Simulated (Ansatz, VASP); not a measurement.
**Cross-check of BN between VASP and Ansatz**

One calculation is typed for both programs; each brings its own data sets. How far apart do they land? The cell is taken from a series of runs on this material, whose earlier steps may have relaxed, scaled, displaced or heated it; both programs get it as it stands.

Main program and level: Ansatz 0.2.0; plane waves, with VASP 6.6.1 beside it; LDA.

## Step 1: Set-up

Symmetry: F-43m, No. 216, cubic system. Conventional cell: a = 3.598 Å, b = 3.598 Å, c = 3.598 Å, α = 90.00°, β = 90.00°, γ = 90.00°. B has 4 N at 1.56 Å nearest. N has 4 B at 1.56 Å nearest. Farther neighbours and most contacts between anions are not listed.

## Step 2: VASP: single point, LDA, pair 1

With cell and atoms fixed, the geometry can't cause a difference; cores, projectors, grids and the points listed under the comparison can.

Lines of VASP's logs that name or quote its potential files are left out, and so is its time.

File INCAR:

```
SYSTEM = BN
PREC = Accurate
ENCUT = 600
EDIFF = 1E-06
NELM = 120
ISMEAR = 0
SIGMA = 0.01
LREAL = .FALSE.
ALGO = Normal
GGA = PW92
NBANDS = 10
LORBIT = 11
LWAVE = .FALSE.
LCHARG = .FALSE.
ISIF = 2
LASPH = .TRUE.
GGA_COMPAT = .FALSE.
EFERMI = MIDGAP
```

File POSCAR:

```
BN
1.0
    0.0000000000      1.7988305591      1.7988305591
    1.7988305591      0.0000000000      1.7988305591
    1.7988305591      1.7988305591      0.0000000000
B N
1 1
Direct
    0.0000000000      0.0000000000      0.0000000000
    0.7500000000      0.7500000000      0.7500000000
```

File KPOINTS:

```
Automatic mesh
0
Gamma
12 12 12
0 0 0
```

PAW data sets: B and N (LDA family, release 64).

Started as:

```bash
> mpirun -np 1 vasp_std
```

Numbers of over 12 decimals in the logs are rounded to 6 here.

The program printed:

```text
[banner, memory and clock lines left out]
running    1 mpi-ranks, on    1 nodes
 distrk:  each k-point on    1 cores,    1 groups
 distr:  one band on    1 cores,    1 groups

 POSCAR found type information on POSCAR B N
 POSCAR found :  2 types and       2 ions
|                                                                             |
|               ----> ADVICE to this user running VASP <----                  |
|                                                                             |
|     You enforced a specific xc type in the INCAR file but a different       |
|     [... a line on the potential file left out ...]
|     I HOPE YOU KNOW WHAT YOU ARE DOING!                                     |
|                                                                             |

 LDA part: xc-table for (Slater(with rela. corr.)+PW92), standard interpolation
 POSCAR, INCAR and KPOINTS ok, starting setup
 FFT: planning ... GRIDC
 FFT: planning ... GRID_SOFT
 FFT: planning ... GRID
 WAVECAR not read
 entering main loop
       N       E                     dE             d eps       ncg     rms          rms(c)
DAV:   1     0.962783644280E+01    0.96278E+01   -0.54696E+03  1480   0.885E+02
DAV:   2    -0.201478426862E+02   -0.29776E+02   -0.28938E+02  1676   0.167E+02
DAV:   3    -0.205967149894E+02   -0.44887E+00   -0.44792E+00  1688   0.181E+01
DAV:   4    -0.205972367472E+02   -0.52176E-03   -0.52175E-03  1576   0.749E-01
DAV:   5    -0.205972372706E+02   -0.52344E-06   -0.52341E-06  1656   0.229E-02    0.658E+00
DAV:   6    -0.195815050362E+02    0.10157E+01   -0.33656E+00  1462   0.113E+01    0.311E+00
DAV:   7    -0.194679178884E+02    0.11359E+00   -0.93224E-02  1592   0.266E+00    0.177E+00
DAV:   8    -0.194357979919E+02    0.32120E-01   -0.49500E-02  1606   0.159E+00    0.182E-01
DAV:   9    -0.194356458532E+02    0.15214E-03   -0.88416E-04  1578   0.280E-01    0.809E-02
DAV:  10    -0.194356300677E+02    0.15785E-04   -0.45671E-05  1606   0.681E-02    0.137E-02
DAV:  11    -0.194356305576E+02   -0.48989E-06   -0.18262E-06  1118   0.982E-03
   1 F= -.19435631E+02 E0= -.19435631E+02  d E =0.000000E+00
```

OUTCAR, selected parts (step 2):

```text
ion  position               nearest neighbor table
   1  0.000  0.000  0.000-   2 1.56   2 1.56   2 1.56   2 1.56
   2  0.750  0.750  0.750-   1 1.56   1 1.56   1 1.56   1 1.56

  LATTYP: Found a face centered cubic cell.
 ALAT       =     3.5976611182

 Subroutine GETGRP returns: Found 24 space group operations
 (whereof 24 operations were pure point group operations)

The static configuration has the point symmetry T_d .

 Found     72 irreducible k-points:

   k-points           NKPTS =     72   k-points in BZ     NKDIM =     72   number of bands    NBANDS=     10

   dimension x,y,z NGX =    20 NGY =   20 NGZ =   20
   dimension x,y,z NGXF=    40 NGYF=   40 NGZF=   40

   ENCUT  =  600.0 eV  44.10 Ry    6.64 a.u.   5.08  5.08  5.08*2*pi/ulx,y,z

   NELECT =       8.0000    total number of electrons

 k-points in reciprocal lattice and weights: Automatic mesh
   0.00000000  0.00000000  0.00000000       0.001
   0.08333333  0.00000000  0.00000000       0.005
   0.16666667  0.00000000  0.00000000       0.005
   0.25000000  0.00000000  0.00000000       0.005
   0.33333333  0.00000000  0.00000000       0.005
   0.41666667  0.00000000  0.00000000       0.005
   0.50000000  0.00000000  0.00000000       0.002
   0.08333333  0.08333333  0.00000000       0.003
   0.16666667  0.08333333  0.00000000       0.014
[...]
-0.33333333  0.50000000  0.16666667       0.007
  -0.25000000  0.50000000  0.25000000       0.003

 average (electrostatic) potential at core
       1 -29.3768       2 -59.9483

 E-fermi :   9.7475

 k-point     1 :       0.0000    0.0000    0.0000
  band No.  band energies     occupation
      1     -12.6664      2.00000
      2       7.5633      2.00000
      3       7.5633      2.00000
      4       7.5633      2.00000
      5      16.3187      0.00000
      6      16.3187      0.00000
      7      16.3187      0.00000
      8      18.2438      0.00000
      9      32.3349      0.00000
    ...

 k-point     2 :       0.0833    0.0000    0.0000
  band No.  band energies     occupation
      1     -12.4949      2.00000
      2       6.6497      2.00000
      3       7.3783      2.00000
      4       7.3783      2.00000
      5      16.5699      0.00000
      6      16.5975      0.00000
      7      16.5975      0.00000
      8      18.7647      0.00000
      9      32.0477      0.00000
    ...

 k-point     3 :       0.1667    0.0000    0.0000
  band No.  band energies     occupation
      1     -11.9864      2.00000
      2       4.5408      2.00000
      3       6.9292      2.00000
      4       6.9292      2.00000
      5      16.9707      0.00000
      6      17.2427      0.00000
      7      17.2427      0.00000
      8      20.0019      0.00000
      9      31.3947      0.00000
    ...

  Total       -0.3958907     -0.3958907     -0.3958907     -0.0000000      0.0000000     -0.0000000
  in kB      -54.4860238    -54.4860238    -54.4860238     -0.0000000      0.0000000     -0.0000000
  external PRESSURE =     -54.4860238 kB  Pullay stress =       0.0000000 kB

  energy-cutoff  :      600.00
  volume of cell :       11.64
      direct lattice vectors                 reciprocal lattice vectors
     0.000000000  1.798830559  1.798830559    -0.277958364  0.277958364  0.277958364
     1.798830559  0.000000000  1.798830559     0.277958364 -0.277958364  0.277958364
     1.798830559  1.798830559  0.000000000     0.277958364  0.277958364 -0.277958364

 POSITION                                       TOTAL-FORCE (eV/Angst)
 -----------------------------------------------------------------------------------
      0.00000      0.00000      0.00000         0.000000     -0.000000      0.000000
      2.69825      2.69825      2.69825        -0.000000      0.000000     -0.000000
 -----------------------------------------------------------------------------------
    total drift:                                0.000000      0.000000      0.000000

  FREE ENERGIE OF THE ION-ELECTRON SYSTEM (eV)
  ---------------------------------------------------
  free  energy   TOTEN  =       -19.4356305576 eV

  energy  without entropy=      -19.4356305576  energy(sigma->0) =      -19.43563056

 total charge
# of ion       s       p       d       tot
------------------------------------------
    1        0.678   1.393   0.000   2.070
    2        1.198   2.748   0.000   3.946
--------------------------------------------------
tot          1.876   4.140   0.000   6.016

[... 3 further parts left out ...]
```

The run ends at a pressure of -5.45 GPa.

## Step 3: Ansatz: single point, LDA, pair 1

Ansatz runs on its PAW soft_1 files.

The same cell, functional (in two slightly different forms) and mesh now go to Ansatz, which takes its cutoff from its data sets.

File input.yaml:

```yaml
crystal:
  lattice:
    - [0.0, 1.7988305591, 1.7988305591]
    - [1.7988305591, 0.0, 1.7988305591]
    - [1.7988305591, 1.7988305591, 0.0]
  atoms:
    - { symbol: B, position: [0.0, 0.0, 0.0] }
    - { symbol: "N", position: [0.75, 0.75, 0.75] }
kpoints:
  mp_grid: { grid: [12, 12, 12] }
hamiltonian:
  xc: lda
  pseudopotentials: { kind: paw, azcp: { folder: soft_1 }, xc_functional: pbe }
scf:
  occupations: { method: fixed }
  lower_state_search: "off"
output:
  forces: true
  stress: true
  eigenvalues: true
```

Started as:

```bash
> ansatz run input.yaml --threads 8 --pin off --max-ram 16384MiB --backend cpu --events-out ev --progress --plain --runs-dir out
```

The program printed:

```text
Engine: ansatz 0.2.0, aarch64-unknown-linux-gnu
Pseudopotentials: kind: paw
Pseudopotential: B, paw, valence charge 3, recommended cutoff 420 eV (normal), soft_1/B.paw.azcp
Pseudopotential: N, paw, valence charge 5, recommended cutoff 420 eV (normal), soft_1/N.paw.azcp
Functional definition: SPW92
  exchange = slater_x
  correlation = pw_c
Crystal: 2 atoms, lattice volume = 11.641 Å³
Basis set: ecut = 420 eV, 259 PW (Γ)
Bands: 8, of which v1, the nominal top of the filled ones, is band 4 counted from 1 (3 counted from 0)
Symmetry: 24 space group operations
Space group: F-43m (ITA 216), of the structure as read, at distance tolerance 2.3e-5 Å
k-points: 72 of 1728 (time reversal used)
Non-local potential: B, projectors of the file, l = 0: 2, l = 1: 2, l = 2: 1
Non-local potential: N, projectors of the file, l = 0: 2, l = 1: 2, l = 2: 1
PAW form: soft (Blöchl's): semilocal exchange-correlation on the pseudo side does not see the compensation charge
PAW frozen core: B, regenerated for the run's functional, and the local potential with it (the file was generated under x = pbe(κ = 0.804, μ = 0.219515), c = pbe(β = 0.066725))
PAW frozen core: N, regenerated for the run's functional, and the local potential with it (the file was generated under x = pbe(κ = 0.804, μ = 0.219515), c = pbe(β = 0.066725))
PAW one-centre angular grid: B, 110 points (default); XC on 64 Gauss nodes
PAW one-centre angular grid: N, 110 points (default); XC on 64 Gauss nodes
Initial density: superposition of atomic densities (chi_scale 0.1, normalization cell, long waves kept (reshape's long-wave potential 0.00 eV rms))
Initial wavefunctions: pseudopotential atomic-orbital guess
Functional: x = slater, c = lda
SCF iter   1: F=—  HF=-527.221704 eV  |F-HF|=—  |Δ(HF+E_count)|=         —  Δρ=1.46e-1  dr2=2.00e0  ethr=3.10e-3  ⟨swp⟩=3.8  Hψ=3268  notcnv=0  defer=111
preconditioner: auto → none  [insulator: Δε(μ)=5.832 eV  Ē_g=20.434 eV  n_scr=0 (ndim 8)  ℏωp=30.8 eV  f_vac=0.000  ε∞_Penn≈3.3]
SCF iter   2: F=—  HF=-526.551357 eV  |F-HF|=—  |Δ(HF+E_count)|=   6.70e-1  Δρ=6.42e-2  dr2=2.67e-1  ethr=3.10e-3  ⟨swp⟩=2.1  Hψ=1681  notcnv=0  defer=23
SCF iter   3: F=—  HF=-526.477800 eV  |F-HF|=—  |Δ(HF+E_count)|=   7.36e-2  Δρ=2.17e-2  dr2=3.38e-2  ethr=3.10e-3  ⟨swp⟩=3.0  Hψ=1018  notcnv=0  defer=112
SCF iter   4: F=—  HF=-526.468025 eV  |F-HF|=—  |Δ(HF+E_count)|=   9.77e-3  Δρ=2.87e-3  dr2=3.28e-4  ethr=4.22e-4  ⟨swp⟩=3.0  Hψ=1015  notcnv=0  defer=133
SCF iter   5: F=—  HF=-526.468005 eV  |F-HF|=—  |Δ(HF+E_count)|=   2.07e-5  Δρ=1.73e-4  dr2=1.56e-6  ethr=4.10e-6  ⟨swp⟩=3.0  Hψ=928  notcnv=0  defer=135
SCF iter   6: F=—  HF=-526.468006 eV  |F-HF|=—  |Δ(HF+E_count)|=   9.32e-7  Δρ=1.48e-5  dr2=5.55e-9  ethr=1.25e-9  ⟨swp⟩=5.7  Hψ=2974  notcnv=0
SCF iter   7: F=-526.468006 eV  HF=-526.468006 eV  |F-HF|=2.03e-11  |Δ(HF+E_count)|=  6.72e-11  Δρ=7.62e-7  dr2=4.13e-11  ethr=6.93e-11  ⟨swp⟩=2.0  Hψ=1728  notcnv=0
SCF 1 converged in 7 iterations: F = -526.468006 eV  dr2 = 4.13e-11
  greatest PAW one-centre occupation: 0.782 electrons in one spin orbital (limit 2), on the N atom at site 1 (counted from 0), in its partial waves of l = 0
SCF converged after 7 iterations
Free energy (F): -526.468006 eV
Harris-Foulkes:  -526.468006 eV  (|F-HF|=2.03e-11)
Internal energy: -526.468006 eV  (E = F + TS)
E sigma→0 (E₀):  -526.468006 eV
Fermi energy:    11.144038 eV
--- Per-component energies (eV) ---
  E_band       = 25.995699
  E_kinetic    = 184.057152
  E_local      = -158.564539  (includes V_loc(G=0)·N_el)
  E_nonlocal   = 44.074398
  E_hartree    = 48.145922
  E_xc         = -92.568305
  E_vxc        = -114.915724  (∫ρ·V_xc dr)
  E_paw        = -191.627530  (= ΣΔE_a)
  E_vpaw       = -24.948254  (= ΣTr[D̂ρ^β])
  E_aug_tail   = 0.000899  (compensation charges beyond the density's cutoff)
  E_ewald      = -360.111880
  E_core_change = 0.125878  (= ΣΔE_core)
  E_smearing   = -0.000000  (= −TS)
  E_closure    = -0.000000  (closes the sum)
  Σ components = -526.468006   (vs F -526.468006, Δ=0.00e0)
--- Forces (eV/Å), atoms counted from 1 ---
  atom   1  B     -0.00000000     0.00000000    -0.00000000
  atom   2  N      0.00000000    -0.00000000     0.00000000
  max |Σ_I F_I| component: 4.81e-16 eV/Å
--- Stress (GPa, compression-positive) ---
       -5.825012       0.000000      -0.000000
        0.000000      -5.825012       0.000000
       -0.000000       0.000000      -5.825012
  P = ⅓ Tr σ = -5.8250 GPa (-58.250 kbar)
--- Band table (eV; the first three rows and the last of 72) ---
  k-point 0: bands = ["-9.0948", "11.1440", "11.1440", "11.1440", "19.9037", "19.9037", "19.9037", "21.7907"]
  k-point 1: bands = ["-8.9230", "10.2319", "10.9602", "10.9602", "20.1510", "20.1820", "20.1820", "22.3169"]
  k-point 2: bands = ["-8.4136", "8.1225", "10.5107", "10.5107", "20.5448", "20.8263", "20.8263", "23.5629"]
  k-point 71: bands = ["-3.0025", "3.5786", "4.0135", "4.4836", "20.6473", "24.5337", "25.4847", "26.0260"]
```

The column dr2 measures how far the density is from self-consistency, as an energy; F and HF (Harris–Foulkes) agree once it is small.

The run ends at a pressure of -5.83 GPa.

## Step 4: Differences

Known differences besides the potentials themselves: fixed occupations in Ansatz, narrow Gaussian smearing in VASP; the cutoff is 420 eV in Ansatz and 600 eV in VASP; VASP's log shows a relativistic correction to its local exchange, Ansatz's none. Total energies have different zeros and are not compared.

Both answers:

| quantity | Ansatz | VASP | difference |
| --- | --- | --- | --- |
| pressure (GPa) | -5.83 | -5.45 | -0.38 |
| gap on the k mesh (eV) | 4.373 | 4.368 | +0.005 |

A gap on the mesh is an upper bound, since the band edges may lie between its points.

## Step 5: VASP: single point, LDA, pair 2

A single point takes one fixed geometry, so differences don't come from the geometry; what else differs is listed under the comparison. The cell compared in this pair holds 11.30 Å³, against 11.64 Å³ for the pair before.

INCAR is that of step 2.

File POSCAR:

```
BN
1.0
    0.0000000000      1.7809305601      1.7809305601
    1.7809305601      0.0000000000      1.7809305601
    1.7809305601      1.7809305601      0.0000000000
B N
1 1
Direct
    0.0000000000      0.0000000000      0.0000000000
    0.7500000000      0.7500000000      0.7500000000
```

KPOINTS is that of step 2.

Started as:

```bash
> mpirun -np 1 vasp_std
```

The program printed:

```text
[banner, memory and clock lines left out]
running    1 mpi-ranks, on    1 nodes
[...]
[... a notice as in an earlier step ...]

 LDA part: xc-table for (Slater(with rela. corr.)+PW92), standard interpolation
 POSCAR, INCAR and KPOINTS ok, starting setup
[...]
entering main loop
       N       E                     dE             d eps       ncg     rms          rms(c)
DAV:   1     0.125926249233E+02    0.12593E+02   -0.54994E+03  1488   0.884E+02
DAV:   2    -0.201664715468E+02   -0.32759E+02   -0.31489E+02  1696   0.172E+02
DAV:   3    -0.206527390669E+02   -0.48627E+00   -0.48546E+00  1668   0.188E+01
DAV:   4    -0.206532800968E+02   -0.54103E-03   -0.54102E-03  1572   0.769E-01
[...]
DAV:   9    -0.194337224398E+02    0.14857E-03   -0.84930E-04  1556   0.281E-01    0.827E-02
DAV:  10    -0.194337070826E+02    0.15357E-04   -0.42570E-05  1622   0.664E-02    0.139E-02
DAV:  11    -0.194337075409E+02   -0.45832E-06   -0.16616E-06  1120   0.950E-03
   1 F= -.19433708E+02 E0= -.19433708E+02  d E =0.000000E+00
```

Parts of OUTCAR (step 5):

```text
  Total        0.4739726      0.4739726      0.4739726     -0.0000000      0.0000000     -0.0000000
  in kB       67.2191268     67.2191268     67.2191268     -0.0000000      0.0000000     -0.0000000
  external PRESSURE =      67.2191268 kB  Pullay stress =       0.0000000 kB

 POSITION                                       TOTAL-FORCE (eV/Angst)
 -----------------------------------------------------------------------------------
      0.00000      0.00000      0.00000         0.000000      0.000000     -0.000000
      2.67140      2.67140      2.67140        -0.000000     -0.000000      0.000000
 -----------------------------------------------------------------------------------
    total drift:                                0.000000      0.000000      0.000000

  FREE ENERGIE OF THE ION-ELECTRON SYSTEM (eV)
  ---------------------------------------------------
  free  energy   TOTEN  =       -19.4337075409 eV

  energy  without entropy=      -19.4337075409  energy(sigma->0) =      -19.43370754

[... 1 part as in an earlier step ...]

[... 2 further parts left out ...]
[key lines of the parts left out:]
E-fermi :  10.1492
```

The run ends at a pressure of 6.72 GPa.

(Continued in part 2 of 2.)

[Lines on the potential files, build, host, timing and source positions are cut from VASP's logs without a mark.]

[Logs are printed without paths, hosts, clocks, repeated set-up lines and the standing remarks that a program may print on its own settings, such as how far it seeks lower states.]

[Hosts, paths, dates, database ids (printed as entryN), source tags and the programs' standing remarks are cut or masked in the printed files.]
